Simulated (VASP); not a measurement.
```
CdMg
1.0
    3.44110     0.00000     0.00000
    0.00000     3.44110     0.00000
    0.00000     0.00000     3.44110
Mg Cd
1 1
Cartesian
  1.72055   1.72055   1.72055
  0.00000   0.00000   0.00000
```

The numbers are results of PBEsol GGA with spin-orbit coupling, VASP's PBE PAW potentials (set 64) (plane waves; VASP 6.6.1), not measurements. Run with 400 eV cut-off, 10×10×10 Γ-centred mesh, Gaussian smearing of 0.050 eV, potentials Mg Cd.

Give the energies of bands 11 to 21 at the high-symmetry points, in eV from the Fermi level.

| band | Γ | X | M | R |
|---|---|---|---|---|
| 11 | -8.54 | -5.17 | -2.18 | 0.46 |
| 12 | -8.54 | -5.17 | -2.18 | 0.46 |
| 13 | 3.58 | -4.74 | -2.07 | 0.83 |
| 14 | 3.58 | -4.74 | -2.07 | 0.83 |
| 15 | 3.90 | 6.35 | -2.03 | 0.83 |
| 16 | 3.90 | 6.35 | -2.03 | 0.83 |
| 17 | 3.90 | 6.66 | 0.42 | 1.47 |
| 18 | 3.90 | 6.66 | 0.42 | 1.47 |
| 19 | 5.90 | 6.83 | 9.85 | 2.66 |
| 20 | 5.90 | 6.83 | 9.85 | 2.66 |
| 21 | 5.90 | 8.33 | 10.09 | 2.66 |

It has no gap at this level: it comes out as a metal or semimetal.

The structure comes from a computed database's MgCd entry (Pm-3m); how it stands against other phases isn't given here. It was relaxed first.
